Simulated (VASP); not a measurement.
Crystal: CsW.

```
Cs W
1.0
     1.55062    0.89525    6.50649
    -1.55062    0.89525    6.50649
     0.00000   -1.79050    6.50649
Cs W
1 1
Direct
  0.00000 0.00000 0.00000
  0.50000 0.50000 0.50000
```

The cell was built by a generator and needn't be a form met in nature.

```yaml
Program: VASP 6.6.1
Task: single point
Functional: PBE
Potentials_or_basis: VASP PAW PBE potentials, release 64 (Cs_sv, W_sv)
Cutoff: 520 eV
k_mesh: 10 × 10 × 10
Occupations: fermi-dirac, width 0.05 eV
Spin: no spin polarisation
```

On this cell: pressure 0.6 GPa; largest force under 0.003 eV/Å; band gap on the k mesh none (metal or under the smearing width).

The same run follows on a disturbed copy (atoms moved at random, drawn with an rms of 0.05 Å):

```
Cs W
1.0
     1.55062    0.89525    6.50649
    -1.55062    0.89525    6.50649
     0.00000   -1.79050    6.50649
Cs W
1 1
Cartesian
  0.0354 -0.0266 0.0339
  -0.0206 -0.0518 9.7295
```

What changes?

The energy (extrapolated to zero smearing) moves by +2.8 meV/atom; pressure 0.7 GPa; largest force 0.163 eV/Å; band gap on the k mesh none (metal or under the smearing width).

Forces in eV/Å, atoms in the order of the input:
```
Cs  -0.012 -0.005 -0.163
W    0.012  0.005  0.163
```

Stress tensor (GPa, compression positive):
```
 0.77 -0.02  0.01
-0.02  0.79  0.00
 0.01  0.00  0.52
```
